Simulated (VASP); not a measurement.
Here is a VASP 6.6.1 calculation.

INCAR

```
SYSTEM = Ti
  ALGO = Normal
  EDIFF = 1E-7
  EDIFFG = -0.005
  ENCUT = 600
  IBRION = 2
  ISIF = 3
  ISMEAR = 1
  LASPH = .TRUE.
  LCHARG = .FALSE.
  LMIXTAU = .TRUE.
  LREAL = .FALSE.
  LWAVE = .FALSE.
  METAGGA = R2SCAN
  NELM = 80
  NSW = 90
  PREC = Accurate
  SIGMA = 0.1
```

File KPOINTS:

```
k-points
0
G
  18 18 9
  0 0 0
```

File POSCAR:

```
Ti                                      
1.0
    2.9376997859     -0.0000000000      0.0000000000
   -1.4688498930      2.5441226433     -0.0000000000
    0.0000000000      0.0000000000      4.6456730451
  Ti            
     2
Direct
     0.3333333332999970    0.6666666667000030    0.2500000000000000
     0.6666666667000030    0.3333333332999970    0.7500000000000000
```

Potentials or basis: VASP PAW PBE potentials, release 64 (Ti_sv).

Command:

```bash
$ cat potpaw_PBE.64/Ti_sv/POTCAR > POTCAR
$ mpirun -np 1 vasp_std > vasp.out
```

Estimate the band gap on the k mesh.

none (metal or under the smearing width).

Estimate the space group after relaxing (to 0.05 Å).

P6_3/mmc (No. 194).

Final structure:
```xyz
2
Lattice="2.9393 0.0000 0.0000 -1.4696 2.5455 0.0000 0.0000 0.0000 4.6415" Properties=species:S:1:pos:R:3 pbc="T T T"
Ti    0.0000    1.6970    1.1604
Ti    1.4696    0.8485    3.4811
```
